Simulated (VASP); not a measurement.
Calculation: PBE GGA, VASP's PBE PAW potentials (set 64) (plane waves; VASP).

The input files of a VASP run:

**INCAR**
```
SYSTEM = AgCl
PREC = Accurate; ENCUT = 400; LREAL = .FALSE.
LASPH = .TRUE.
EDIFF = 1E-6; NELM = 100; ALGO = Normal
IMIX = 4; AMIX = 0.1; BMIX = 3.0
LMAXMIX = 4
ISMEAR = 0; SIGMA = 0.05
GGA = PE
ISIF = 2
LWAVE = .FALSE.; LCHARG = .FALSE.
```

File POSCAR:
```
AgCl
2.7750
  0.0000000000   1.0000000000   1.0000000000
  1.0000000000   0.0000000000   1.0000000000
  1.0000000000   1.0000000000   0.0000000000
Ag Cl
1 1
direct
  0.0000000000   0.0000000000   0.0000000000
  0.5000000000   0.5000000000   0.5000000000
```

**KPOINTS**
```
kpoints
0
Gamma
  8 8 8
0 0 0
```

POTCAR, in this order: Ag Cl (PBE.64 set). Program: vasp_std.

### Question
What will the output report for the number of irreducible k-points (NKPTS), number of bands (NBANDS), largest plane-wave count, number of space-group operations, FFT grid (NGX, NGY, NGZ)?

### Answer

```yaml
number of irreducible k-points (NKPTS): 29
number of bands (NBANDS): 13
largest_plane_wave_count: 785
number_of_space_group_operations: 48
FFT grid (NGX, NGY, NGZ): 28 × 28 × 28
```

The compound is AgCl in the rock salt structure. The cell was not relaxed at this level. The run is one of a series of settings (AMIX = 0.1, BMIX = 3.0, IMIX = 4 against the base run), some of them coarse on purpose.
